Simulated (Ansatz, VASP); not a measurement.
**Two plane-wave programs on CuF**

File POSCAR:

```
CuF
1.0
    2.7384616615      0.0000000000      0.0000000000
    0.0000000000      2.7384616615      0.0000000000
    0.0000000000      0.0000000000      2.7384616615
Cu F
1 1
Direct
    0.0000000000      0.0000000000      0.0000000000
    0.5000000000      0.5000000000      0.5000000000
```

File INCAR.step1:

```
PREC     = Accurate       # precision mode
ENCUT    = 520            # plane-wave cutoff, eV
ISMEAR   = -1             # smearing method
SIGMA    = 0.02           # smearing width, eV
LREAL    = False          # projectors in reciprocal space
LASPH    = True           # aspherical terms in the spheres
NELM     = 100            # most SCF steps
NBANDS   = 16             # bands
GGA      = PE             # functional
ALGO     = Normal         # electronic algorithm
EDIFF    = 1E-4           # SCF threshold, eV
LWAVE    = True           # write WAVECAR
LCHARG   = False          # write CHGCAR
```

INCAR.step2

```
PREC     = Accurate       # precision mode
ENCUT    = 520            # plane-wave cutoff, eV
EDIFF    = 1E-6           # SCF threshold, eV
ISMEAR   = -1             # smearing method
SIGMA    = 0.02           # smearing width, eV
LREAL    = False          # projectors in reciprocal space
LASPH    = True           # aspherical terms in the spheres
NELM     = 100            # most SCF steps
ALGO     = Normal         # electronic algorithm
ISIF     = 2              # what is computed and relaxed
LWAVE    = False          # write WAVECAR
LCHARG   = False          # write CHGCAR
METAGGA  = R2SCAN         # meta-GGA
LMIXTAU  = True         
NBANDS   = 16             # bands
ISTART   = 1
```

The input KPOINTS:

```
regular mesh
0
Gamma
  6 6 6
```

Input for Ansatz:

```yaml
crystal:
  lattice:
    - [2.7384616615, 0.0, 0.0]
    - [0.0, 2.7384616615, 0.0]
    - [0.0, 0.0, 2.7384616615]
  atoms:
    - { symbol: Cu, position: [0.0, 0.0, 0.0] }
    - { symbol: F, position: [0.5, 0.5, 0.5] }
kpoints:
  mp_grid: { grid: [6, 6, 6] }
hamiltonian:
  xc: r2scan
scf:
  occupations: { method: fermi_dirac, width: 0.02 }
  n_extra_bands: 4
output:
  forces: true
  stress: true
  eigenvalues: true
```

Alike in both runs: task single point; functional r2SCAN; k mesh 6 × 6 × 6; occupations fermi-dirac, width 0.02 eV; no spin polarisation.

|  | VASP | Ansatz |
| --- | --- | --- |
| version | VASP 6.6.1 | Ansatz 0.2.0 |
| potentials or method | VASP PAW PBE potentials, release 64 (Cu, F) | plane waves |
| plane-wave cutoff (eV) | 520 | 500 |
| valence electrons in the cell | 18 | 26 |

```csv
,VASP,Ansatz,Ansatz less VASP
pressure (GPa),0.1,0.3,+0.22
```

The two sets of potentials don't hold the same shells in valence.

Caveats: the k mesh is coarse (spacing up to 0.38 Å⁻¹), so the values aren't converged; the PAW data sets were made with another functional, which shifts forces and pressure a little (VASP); the run has no spin polarisation, though such a crystal can be magnetic; semilocal functionals often make such compounds metallic where correlation or magnetic order opens a gap, which also shifts bond lengths. With open d or f shells a metallic result of r2SCAN can be an artefact of self-interaction; +U or a hybrid may open a gap.
